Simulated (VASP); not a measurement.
Runs of VASP 6.6.1 on As. The cell holds a sheet with vacuum, 2 atoms: a = 3.563 Å, b = 3.563 Å, c = 17.400 Å, α = 90.00°, β = 90.00°, γ = 120.00°. The cell was built by a generator and needn't be a form met in nature.

```csv
task,level,spin,cell,k mesh,cutoff (eV),dipole correction,grid for exact exchange (PRECFOCK),screening parameter,gap on the mesh (eV),moment (μB),largest force (eV/Å),work function (eV)
work function,PBE,off,"P-3m1, 95.66 Å³/atom",12 × 12 × 1,520,yes,-,-,(a),-,0.43,-
work function,PBEsol,off,"P-3m1, 95.66 Å³/atom",12 × 12 × 1,520,yes,-,-,1.57,-,0.20,-
relaxation of cell and atoms,r2SCAN+rVV10,off,relaxed,12 × 12 × 1,600,no,-,-,1.92,-,-,-
work function,HSE06,off,"P-3m1, 95.66 Å³/atom",6 × 6 × 1,520,yes,Fast,0.2 1/A,2.27,-,0.17,-
work function,PBEsol,"non-collinear, zero start, SOC","P-3m1, 95.66 Å³/atom",12 × 12 × 1,520,yes,-,-,-,0.00,0.20,5.18
work function,PBE,"non-collinear, zero start, SOC","P-3m1, 95.66 Å³/atom",12 × 12 × 1,520,yes,-,-,-,0.00,0.43,(b)
```

Alike in all rows: potentials or basis VASP PAW PBE potentials, release 64 (As); smearing gaussian 0.03 eV.

Question: Fill in the values left out.

Answer: (a) 1.62; (b) 5.12.

Caveats: the PAW data sets were made with another functional, which shifts forces and pressure a little (some runs).

A k mesh can miss the band edges, and rows without SOC leave out spin-orbit coupling on As.
